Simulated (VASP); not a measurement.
FeGe (B20) relaxed at rising pressure, in one space group throughout; other phases were not tried. The pressures are those reached. Calculation: LDA (Ceperley-Alder, Perdew-Zunger), VASP's LDA PAW potentials (set 64) (plane waves; VASP).

| P (GPa) | V (Å³/atom) | k-mesh |
|---|---|---|
| -0.07 | 11.711 | 5×5×5 |
| 5.01 | 11.451 | 5×5×5 |
| 10.06 | 11.218 | 5×5×5 |
| 19.88 | 10.831 | 5×5×5 |
| 30.04 | 10.504 | 5×5×5 |

Question: Fit an equation of state and predict the volume at 44.94 GPa.

Answer: Least squares on the third-order Birch-Murnaghan form, P = (3B0/2)(y⁷ − y⁵)[1 + (3/4)(B′ − 4)(y² − 1)] with y = (V0/V)^(1/3), gives V0 = 11.709 Å³/atom, B0 = 210 GPa and B′ = 5.0, and so 10.104 Å³/atom. The run gave 10.102 Å³/atom, -0.0 % from the fit.

Pressures at which the relaxation failed are left out.

The compound is FeGe in the B20 structure. The run is not spin-polarised, so no magnetic state was tried.
